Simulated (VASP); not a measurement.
Cost and result of VASP (PAW) for the bulk modulus of BaS (rock salt). Static lattice, third-order Birch-Murnaghan fit over five volumes. The cost counts the five points of the equation of state, each on the mesh and cut-off of its row, so the ratios hold those differences too. With PBE it took about 50 core-seconds. The timings are rough (shared machines, no repeats); factors under 2 mean little.

```json
[
 {"level": "LDA", "k-mesh": "7×7×7", "cut-off (eV)": "520", "bulk modulus (GPa)": "50.2", "cost over PBE": "within a factor of 2"},
 {"level": "PBE", "k-mesh": "7×7×7", "cut-off (eV)": "520", "bulk modulus (GPa)": "41.3", "cost over PBE": "reference"},
 {"level": "PBEsol", "k-mesh": "7×7×7", "cut-off (eV)": "520", "bulk modulus (GPa)": "45.9", "cost over PBE": "within a factor of 2"},
 {"level": "SCAN", "k-mesh": "7×7×7", "cut-off (eV)": "520", "bulk modulus (GPa)": "44.6", "cost over PBE": "about 6 times"},
 {"level": "r2SCAN", "k-mesh": "7×7×7", "cut-off (eV)": "520", "bulk modulus (GPa)": "(withheld)", "cost over PBE": "(withheld)"}
]
```

Task: Complete the blanks.

Result: 
- r2SCAN, bulk modulus (GPa): 44.1
- r2SCAN, cost over PBE: about 7 times

Left out are levels that failed, ran on another kind of processor or have no fit band path; at most nine are shown.

The compound is BaS in the rock salt structure.
